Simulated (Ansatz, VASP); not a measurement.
**ZrPbO4: VASP beside Ansatz**

```
Zr Pb O
1.0
     0.00000    3.30864    3.30864
     3.30864    0.00000    3.30864
     3.30864    3.30864    0.00000
Zr Pb O
1 1 4
Direct
  0.25000 0.25000 0.25000
  0.50000 0.50000 0.50000
  0.87650 0.87650 0.37050
  0.37050 0.87650 0.87650
  0.87650 0.87650 0.87650
  0.87650 0.37050 0.87650
```

Change from the starting cell: species swapped into the ErNi4Au type (F-43m, No. 216).

Alike in both runs: functional PBE; k mesh 10 × 10 × 10; occupations gaussian, width 0.1 eV; no spin polarisation.

Ansatz relaxed the structure, and its values are those at the end. VASP's run is a single point on that final structure, the one shown.

|  | VASP | Ansatz |
| --- | --- | --- |
| version | VASP 6.6.1 | Ansatz 0.2.0 |
| potentials or method | VASP PAW PBE potentials, release 64 (Zr_sv, Pb_d, O) | scalar-relativistic, plane waves, PAW |
| plane-wave cutoff (eV) | 520 | 420 |
| valence electrons in the cell | 50 | 50 |

```csv
,VASP,Ansatz,Ansatz less VASP
gap on the k mesh at the Fermi level (eV),none,none,-
pressure (GPa),0.0,0.0,+0.07
```

A gap of «none» marks a metal or a gap that the smearing closes. The functional is the same, so the differences come from potentials, cutoffs and numerics.

The runs have no spin-orbit coupling, so splittings on Pb are missing.
